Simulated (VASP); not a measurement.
NaF (rock salt): the lattice constant a from VASP (plane waves, PAW) at several levels of theory. Static lattice.

| level | lattice constant a (Å) |
|---|---|
| LDA | 4.509 |
| PBE | 4.705 |
| PBEsol | 4.637 |
| RPBE | 4.823 |
| AM05 | 4.684 |
| PBE-D3(BJ) | 4.633 |
| PBE-D4 | 4.683 |
| optB88-vdW | 4.635 |
| rev-vdW-DF2 | 4.652 |
| revTPSS | 4.674 |
| r2SCAN+rVV10 | 4.553 |
| HSE06 | 4.650 |

The cell of the LDA run:

NaF is taken in the cubic space group Fm-3m (No. 225), the rock salt structure, Pearson symbol cF8. Cell: a = 4.5090 Å, b = 4.5090 Å, c = 4.5090 Å, α = 90.00°, β = 90.00°, γ = 90.00°. Na on 4a sees 6 F at 2.255 Å (octahedral). F on 4b sees 6 Na at 2.255 Å (octahedral). (Neighbours: up to the widest gap in distance over summed covalent radii, below 1.35, at either atom; cation-cation and far metal-metal contacts left out.)
(The calculation used a cell of 2 atoms; values per cell refer to that cell.)

Only levels that ran to the end are used. Left out are those held back, those with too coarse a band path, GW runs whose mesh misses a band edge, hybrids' fits of cells that aren't cubic and levels without matching references; a question may draw on a part of the rest.

The compound is NaF in the rock salt structure.
